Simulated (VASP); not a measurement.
Runs of VASP 6.6.1 on Be3CdO4. The structure is tetragonal, space group P-4m2 (No. 115). The conventional cell has a = 2.861 Å, b = 2.861 Å, c = 8.720 Å, α = 90.00°, β = 90.00°, γ = 90.00°. Be (site symmetry 2mm) is surrounded by 4 O at 1.68 to 1.70 Å. Around Be (site symmetry -4m2) lie 4 O at 1.69 Å. Around Cd (site symmetry -4m2) lie 4 O at 2.19 Å. O (site symmetry 2mm) is surrounded by 4 Be at 1.69 to 1.70 Å. O (site symmetry 2mm) is surrounded by 2 Be at 1.68 Å. The cell was built by a generator and needn't be a form met in nature.

```tsv
task	level	cell	k mesh	k mesh for the DOS	occupations for the DOS	gap on the mesh (eV)	pressure (GPa)	relaxed volume (Å³/atom)	largest force (eV/Å)
relaxation of cell and atoms	PBE	relaxed	8 × 8 × 4	-	-	1.76	0.0	8.92	-
relaxation of cell and atoms	PBE	relaxed	8 × 8 × 8	-	-	(c)	0.0	(b)	-
single point	r2SCAN	I-42m, 9.0 Å³/atom	8 × 8 × 8	-	-	3.51	-4.1	-	0.11
single point	r2SCAN	P-4m2, 8.92 Å³/atom	8 × 8 × 4	-	-	(a)	-4.3	-	0.20
```

Alike in all rows: potentials or basis VASP PAW PBE potentials, release 64 (Be, Cd, O); no spin polarisation; cutoff (eV) 520; smearing gaussian 0.03 eV.

Question: Fill in the values left out.

Answer: (a) 2.15; (b) 9.00; (c) 2.96.

Caveats: the PAW data sets were made with another functional, which shifts forces and pressure a little (some runs).

A k mesh can miss the band edges, and the runs leave out spin-orbit coupling on Cd.
